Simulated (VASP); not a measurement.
Calculation: PBE GGA, VASP's PBE PAW potentials (set 64) (plane waves; VASP).

VASP ran on this input.

### POSCAR
```
HfO2
2.536210
  0.0000000000   0.9999998301   0.9999998301
  0.9999998301   0.0000000000   0.9999998301
  0.9999998301   0.9999998301   0.0000000000
Hf O
1 2
Cartesian
  0.0000000000   0.0000000000   0.0000000000
  0.4999999151   0.4999999151   0.4999999151
  1.4999997452   1.4999997452   1.4999997452
```

### INCAR
```
SYSTEM = HfO2
LEPSILON = .True.
LASPH = .True.   # aspherical one-centre terms
NELM = 100
LREAL = .False.
ISMEAR = 0   # Gaussian
NSW = 1
LCHARG = .False.
SIGMA = 0.01   # width (eV)
GGA = PE   # PBE
LWAVE = .False.
IBRION = 8   # DFPT with symmetry
PREC = Accurate
EDIFF = 1E-8   # SCF stop (eV)
LMAXMIX = 6
ENCUT = 520   # plane-wave cut-off (eV)
ALGO = Normal   # blocked Davidson
```

### KPOINTS
```
Automatic mesh
0
Gamma
8 8 8
0 0 0
```

POTCAR, in this order: Hf_pv O (PBE.64 set). Program: vasp_std.

What VASP printed:

**OSZICAR**
```
...
RMM:   2    -0.419674807868E+00   -0.55238E-02   -0.14754E-02  1467   0.789E-01
RMM:   3    -0.419918593923E+00   -0.24379E-03   -0.49533E-04  1428   0.845E-02
RMM:   4    -0.419933638607E+00   -0.15045E-04   -0.21441E-05  1511   0.169E-02
RMM:   5    -0.419934485588E+00   -0.84698E-06   -0.21466E-06  1386   0.352E-03
RMM:   6    -0.419934586573E+00   -0.10099E-06   -0.13217E-07  1227   0.854E-04
RMM:   7    -0.419934592703E+00   -0.61295E-08   -0.19930E-08   923   0.241E-04
 Linear response to external field, progress :
  Direction:   1
       N       E                     dE             d eps       ncg     rms          rms(c)
RMM:   1    -0.387395526987E+00   -0.38740E+00   -0.16251E+00  3442   0.439E+00
RMM:   2    -0.393905589832E+00   -0.65101E-02   -0.13439E-02  3004   0.777E-01    0.158E+00
RMM:   3    -0.389555424989E+00    0.43502E-02   -0.70726E-03  2825   0.693E-01    0.832E-01
RMM:   4    -0.404146751733E+00   -0.14591E-01   -0.80513E-03  2941   0.762E-01    0.170E-01
RMM:   5    -0.407974553929E+00   -0.38278E-02   -0.30472E-04  2858   0.153E-01    0.595E-02
RMM:   6    -0.409587069402E+00   -0.16125E-02   -0.23099E-05  3026   0.458E-02    0.233E-02
RMM:   7    -0.409890259960E+00   -0.30319E-03   -0.33557E-06  2980   0.149E-02    0.579E-03
RMM:   8    -0.409939501028E+00   -0.49241E-04   -0.26812E-07  2996   0.414E-03    0.841E-04
RMM:   9    -0.409958469359E+00   -0.18968E-04   -0.41619E-08  2918   0.152E-03    0.250E-04
RMM:  10    -0.409957778546E+00    0.69081E-06   -0.24669E-08  2875   0.380E-04    0.100E-04
RMM:  11    -0.409958593209E+00   -0.81466E-06   -0.77806E-08  2527   0.168E-04    0.460E-05
RMM:  12    -0.409958399941E+00    0.19327E-06   -0.65751E-08  1393   0.524E-05    0.665E-06
 Linear response to external field, progress :
  Direction:   2
       N       E                     dE             d eps       ncg     rms          rms(c)
RMM:   1    -0.387342617590E+00   -0.38734E+00   -0.16246E+00  3449   0.440E+00
RMM:   2    -0.393902072550E+00   -0.65595E-02   -0.13502E-02  3002   0.780E-01    0.158E+00
RMM:   3    -0.389555032819E+00    0.43470E-02   -0.70792E-03  2826   0.693E-01    0.832E-01
RMM:   4    -0.404136495900E+00   -0.14581E-01   -0.80510E-03  2944   0.762E-01    0.170E-01
RMM:   5    -0.407995791908E+00   -0.38593E-02   -0.30654E-04  2845   0.154E-01    0.593E-02
RMM:   6    -0.409586501538E+00   -0.15907E-02   -0.22735E-05  3028   0.454E-02    0.234E-02
RMM:   7    -0.409890618989E+00   -0.30412E-03   -0.33448E-06  2963   0.149E-02    0.578E-03
RMM:   8    -0.409939132414E+00   -0.48513E-04   -0.26435E-07  3013   0.409E-03    0.879E-04
RMM:   9    -0.409958676285E+00   -0.19544E-04   -0.47581E-08  2917   0.152E-03    0.252E-04
RMM:  10    -0.409957857830E+00    0.81845E-06   -0.53813E-08  2874   0.377E-04    0.940E-05
RMM:  11    -0.409958648722E+00   -0.79089E-06   -0.20523E-07  2501   0.159E-04    0.451E-05
RMM:  12    -0.409958457254E+00    0.19147E-06   -0.15606E-07  1367   0.520E-05    0.585E-06
 Linear response to external field, progress :
  Direction:   3
       N       E                     dE             d eps       ncg     rms          rms(c)
RMM:   1    -0.387339329597E+00   -0.38734E+00   -0.16245E+00  3441   0.439E+00
RMM:   2    -0.393906154280E+00   -0.65668E-02   -0.13487E-02  3000   0.780E-01    0.158E+00
RMM:   3    -0.389555573783E+00    0.43506E-02   -0.70706E-03  2822   0.693E-01    0.832E-01
RMM:   4    -0.404141547230E+00   -0.14586E-01   -0.80487E-03  2944   0.762E-01    0.170E-01
RMM:   5    -0.407985779598E+00   -0.38442E-02   -0.30550E-04  2847   0.154E-01    0.595E-02
RMM:   6    -0.409587325301E+00   -0.16015E-02   -0.22852E-05  3024   0.455E-02    0.234E-02
RMM:   7    -0.409890333234E+00   -0.30301E-03   -0.33427E-06  2963   0.149E-02    0.582E-03
RMM:   8    -0.409939422001E+00   -0.49089E-04   -0.26466E-07  3006   0.411E-03    0.860E-04
RMM:   9    -0.409958449907E+00   -0.19028E-04   -0.36600E-08  2906   0.152E-03    0.252E-04
RMM:  10    -0.409957772744E+00    0.67716E-06    0.24848E-09  2881   0.380E-04    0.991E-05
RMM:  11    -0.409958576772E+00   -0.80403E-06   -0.13548E-08  2522   0.167E-04    0.465E-05
RMM:  12    -0.409958383048E+00    0.19372E-06   -0.42191E-08  1387   0.524E-05    0.608E-06
 Linear response DOF=           2
 Linear response progress:
  Degree of freedom:   1/  2
       N       E                     dE             d eps       ncg     rms          rms(c)
RMM:   1    -0.234602041701E+00   -0.23460E+00    0.21527E+00  2206   0.110E+01
RMM:   2    -0.228009556472E+00    0.65925E-02   -0.31823E-02  2678   0.134E+00    0.976E-01
RMM:   3    -0.227207931893E+00    0.80162E-03   -0.11933E-03  3063   0.200E-01    0.560E-01
RMM:   4    -0.226323640659E+00    0.88429E-03   -0.18383E-04  3264   0.102E-01    0.183E-01
RMM:   5    -0.226012373027E+00    0.31127E-03   -0.22613E-05  3402   0.368E-02    0.240E-02
RMM:   6    -0.226026061245E+00   -0.13688E-04   -0.43721E-06  3430   0.132E-02    0.196E-02
RMM:   7    -0.226022825607E+00    0.32356E-05   -0.46112E-06  3705   0.351E-03    0.136E-02
RMM:   8    -0.226014404610E+00    0.84210E-05   -0.10895E-05  3135   0.221E-03    0.132E-03
RMM:   9    -0.226014297526E+00    0.10708E-06   -0.67996E-06  3841   0.639E-04    0.342E-04
RMM:  10    -0.226014745452E+00   -0.44793E-06   -0.44974E-06  3444   0.266E-04    0.104E-04
RMM:  11    -0.226014838358E+00   -0.92906E-07   -0.24588E-06  3752   0.115E-04    0.105E-04
RMM:  12    -0.226014885331E+00   -0.46973E-07   -0.14385E-06  3816   0.522E-05    0.205E-05
RMM:  13    -0.226014912353E+00   -0.27022E-07   -0.83869E-07  3694   0.278E-05    0.411E-05
RMM:  14    -0.226014917981E+00   -0.56279E-08   -0.47525E-07  3164   0.145E-05    0.201E-05
RMM:  15    -0.226014919699E+00   -0.17175E-08   -0.26492E-07  2449   0.864E-06    0.322E-06
RMM:  16    -0.226014919884E+00   -0.18580E-09   -0.15227E-07  2124   0.567E-06    0.362E-06
RMM:  17    -0.226014921018E+00   -0.11335E-08   -0.88250E-08  1982   0.420E-06    0.477E-07
 Linear response progress:
  Degree of freedom:   2/  2
       N       E                     dE             d eps       ncg     rms          rms(c)
RMM:   1    -0.377805001312E+00   -0.37781E+00    0.23106E-01  5841   0.430E+00
RMM:   2    -0.364573609605E+00    0.13231E-01   -0.15473E-02  4547   0.830E-01    0.741E-01
RMM:   3    -0.366217571069E+00   -0.16440E-02   -0.12913E-03  4505   0.234E-01    0.451E-01
RMM:   4    -0.368658469773E+00   -0.24409E-02   -0.82378E-04  4293   0.213E-01    0.470E-02
RMM:   5    -0.368448903543E+00    0.20957E-03   -0.49931E-05  4906   0.426E-02    0.309E-02
RMM:   6    -0.368388717577E+00    0.60186E-04   -0.25504E-06  5017   0.963E-03    0.245E-02
RMM:   7    -0.368397429436E+00   -0.87119E-05   -0.13514E-07  4963   0.311E-03    0.111E-02
RMM:   8    -0.368382409709E+00    0.15020E-04   -0.12567E-07  4548   0.303E-03    0.265E-03
RMM:   9    -0.368385694288E+00   -0.32846E-05   -0.80375E-09  5198   0.590E-04    0.374E-04
RMM:  10    -0.368386015895E+00   -0.32161E-06   -0.86332E-09  5189   0.175E-04    0.962E-05
RMM:  11    -0.368385773408E+00    0.24249E-06   -0.14891E-08  5145   0.437E-05    0.176E-05
RMM:  12    -0.368385783909E+00   -0.10500E-07   -0.33946E-08  5189   0.157E-05    0.123E-05
RMM:  13    -0.368385822992E+00   -0.39083E-07   -0.14899E-08  4994   0.107E-05    0.339E-06
RMM:  14    -0.368385813309E+00    0.96832E-08   -0.40376E-09  4315   0.436E-06    0.303E-06
 Linear response finished
```

### OUTCAR
```
------------------------ aborting loop because EDIFF is reached ----------------------------------------

 HEAD OF MICROSCOPIC STATIC DIELECTRIC TENSOR (INDEPENDENT PARTICLE, excluding Hartree and local field effects)
 ------------------------------------------------------
           5.372417    -0.000000    -0.000000
           0.000000     5.372417     0.000000
           0.000000     0.000000     5.372417
 ------------------------------------------------------

 MACROSCOPIC STATIC DIELECTRIC TENSOR (including local field effects in DFT)
 ------------------------------------------------------
           5.249354     0.000000    -0.000000
          -0.000000     5.249354    -0.000000
          -0.000000     0.000000     5.249354
 ------------------------------------------------------

 PIEZOELECTRIC TENSOR (including local field effects)  for field in x, y, z        (e  Angst)
          XX          YY          ZZ          XY          YZ          ZX
  --------------------------------------------------------------------------------
  x     0.00000     0.00000     0.00000     0.00000     0.00000     0.00000
  y     0.00000     0.00000     0.00000     0.00000     0.00000     0.00000
  z     0.00000     0.00000     0.00000     0.00000     0.00000     0.00000

 PIEZOELECTRIC TENSOR (including local field effects)  for field in x, y, z        (C/m^2)
          XX          YY          ZZ          XY          YZ          ZX
  --------------------------------------------------------------------------------
  x     0.00000     0.00000     0.00000     0.00000     0.00000     0.00000
  y     0.00000     0.00000     0.00000     0.00000     0.00000     0.00000
  z     0.00000     0.00000     0.00000     0.00000     0.00000     0.00000

 BORN EFFECTIVE CHARGES (including local field effects) (in |e|, cummulative output)
 ---------------------------------------------------------------------------------
 ion    1
    1     5.51484     0.00000     0.00000
    2     0.00000     5.51484     0.00000
    3     0.00000     0.00000     5.51484
 ion    2
    1    -2.75742     0.00000     0.00000
    2     0.00000    -2.75742     0.00000
    3     0.00000     0.00000    -2.75742
 ion    3
    1    -2.75742     0.00000     0.00000
    2     0.00000    -2.75742     0.00000
    3     0.00000     0.00000    -2.75742

   1 f  =   17.140670 THz   107.698009 2PiTHz  571.751223 cm-1    70.888085 meV
             X         Y         Z           dx          dy          dz
      0.000000  0.000000  0.000000    -0.000000    0.000000   -0.000000
      1.268105  1.268105  1.268105     0.003441    0.707098   -0.000000
      3.804314  3.804314  3.804314    -0.003441   -0.707098    0.000000

   2 f  =   17.140670 THz   107.698009 2PiTHz  571.751223 cm-1    70.888085 meV
             X         Y         Z           dx          dy          dz
      0.000000  0.000000  0.000000    -0.000000   -0.000000   -0.000000
      1.268105  1.268105  1.268105     0.707098   -0.003441    0.000000
      3.804314  3.804314  3.804314    -0.707098    0.003441   -0.000000

   3 f  =   17.140670 THz   107.698009 2PiTHz  571.751223 cm-1    70.888085 meV
             X         Y         Z           dx          dy          dz
      0.000000  0.000000  0.000000     0.000000   -0.000000    0.000000
      1.268105  1.268105  1.268105     0.000000   -0.000000   -0.707107
      3.804314  3.804314  3.804314    -0.000000    0.000000    0.707107

   4 f  =    6.731301 THz    42.294013 2PiTHz  224.532042 cm-1    27.838413 meV
             X         Y         Z           dx          dy          dz
      0.000000  0.000000  0.000000    -0.385341    0.045268   -0.043576
      1.268105  1.268105  1.268105     0.642500   -0.075477    0.072657
      3.804314  3.804314  3.804314     0.642500   -0.075477    0.072657

   5 f  =    6.731301 THz    42.294013 2PiTHz  224.532042 cm-1    27.838413 meV
             X         Y         Z           dx          dy          dz
      0.000000  0.000000  0.000000    -0.045326   -0.387785   -0.002020
      1.268105  1.268105  1.268105     0.075575    0.646575    0.003368
      3.804314  3.804314  3.804314     0.075575    0.646575    0.003368

   6 f  =    6.731301 THz    42.294013 2PiTHz  224.532042 cm-1    27.838413 meV
             X         Y         Z           dx          dy          dz
      0.000000  0.000000  0.000000    -0.043515    0.003066    0.387985
      1.268105  1.268105  1.268105     0.072556   -0.005111   -0.646909
      3.804314  3.804314  3.804314     0.072556   -0.005111   -0.646909

   7 f/i=    0.003835 THz     0.024099 2PiTHz    0.127938 cm-1     0.015862 meV
             X         Y         Z           dx          dy          dz
      0.000000  0.000000  0.000000     0.068461   -0.918083    0.000568
      1.268105  1.268105  1.268105     0.020530   -0.275311    0.000170
      3.804314  3.804314  3.804314     0.020530   -0.275311    0.000170

   8 f/i=    0.003835 THz     0.024099 2PiTHz    0.127938 cm-1     0.015862 meV
             X         Y         Z           dx          dy          dz
      0.000000  0.000000  0.000000    -0.328164   -0.023939    0.859826
      1.268105  1.268105  1.268105    -0.098408   -0.007179    0.257841
      3.804314  3.804314  3.804314    -0.098408   -0.007179    0.257841

   9 f/i=    0.003835 THz     0.024099 2PiTHz    0.127938 cm-1     0.015862 meV
             X         Y         Z           dx          dy          dz
      0.000000  0.000000  0.000000    -0.857430   -0.064142   -0.329035
      1.268105  1.268105  1.268105    -0.257123   -0.019235   -0.098670
      3.804314  3.804314  3.804314    -0.257123   -0.019235   -0.098670

 MACROSCOPIC STATIC DIELECTRIC TENSOR IONIC CONTRIBUTION
 ------------------------------------------------------
          33.474077     0.000000    -0.000000
           0.000000    33.474077     0.000000
          -0.000000     0.000000    33.474077
 ------------------------------------------------------

 ELASTIC MODULI CONTR FROM IONIC RELAXATION (kBar)
 Direction    XX          YY          ZZ          XY          YZ          ZX
 --------------------------------------------------------------------------------
 XX          -0.0000     -0.0000     -0.0000      0.0000      0.0000      0.0000
...
```
(Selected blocks of OUTCAR.)

The compound is HfO2 in the fluorite structure, the high-temperature cubic form, which is unstable at 0 K; the monoclinic form is the stable one. It was relaxed first.
